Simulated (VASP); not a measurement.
An input for Ansatz (written as the equivalent of a VASP run, and not itself run):

Ansatz 0.2 input:
```yaml
crystal:
  lattice:
    - [0.0000000, 2.9132301, 2.9132301]
    - [2.9132301, 0.0000000, 2.9132301]
    - [2.9132301, 2.9132301, 0.0000000]
  atoms:
    - { symbol: Cd, position: [0.0000000, 0.0000000, 0.0000000] }
    - { symbol: S, position: [0.2500000, 0.2500000, 0.2500000] }
kpoints:
  mp_grid: { grid: [8, 8, 8] }
hamiltonian:
  xc: pbesol
  pseudopotentials: { kind: paw }
scf:
  occupations: { method: gaussian, width: 0.05 }
  max_iter: 100
output: { forces: true, stress: true, eigenvalues: true }
```

Write the VASP files for the same calculation (PBEsol).

Several could match; the one computed here: 
**INCAR**
```
SYSTEM = CdS
PREC = Accurate; ENCUT = 480; LREAL = .FALSE.
LASPH = .TRUE.
EDIFF = 1E-7; NELM = 100; ALGO = Normal
LMAXMIX = 4
ISMEAR = 0; SIGMA = 0.05
GGA = PS
ISIF = 2
LWAVE = .FALSE.; LCHARG = .FALSE.
```

**POSCAR**
```
CdS
1.0
  0.0000000000   2.9132300778   2.9132300778
  2.9132300778   0.0000000000   2.9132300778
  2.9132300778   2.9132300778   0.0000000000
Cd S
1 1
direct
  0.0000000000   0.0000000000   0.0000000000
  0.2500000000   0.2500000000   0.2500000000
```

KPOINTS:
```
Automatic mesh
0
Gamma
8 8 8
0 0 0
```

POTCAR, in this order: Cd S (PBE.64 set). Program: vasp_std.

Limits of the translation: each code has its own PAW files, so the cut-off isn't converted (ENCUT is set for VASP's; basis.ecutwfc is left out, and Ansatz then takes the one that its files recommend); Ansatz stops its SCF on the density residual and VASP on the energy change (EDIFF).

The compound is CdS in the zinc blende structure, a metastable form; wurtzite is the usual one. It was relaxed first.
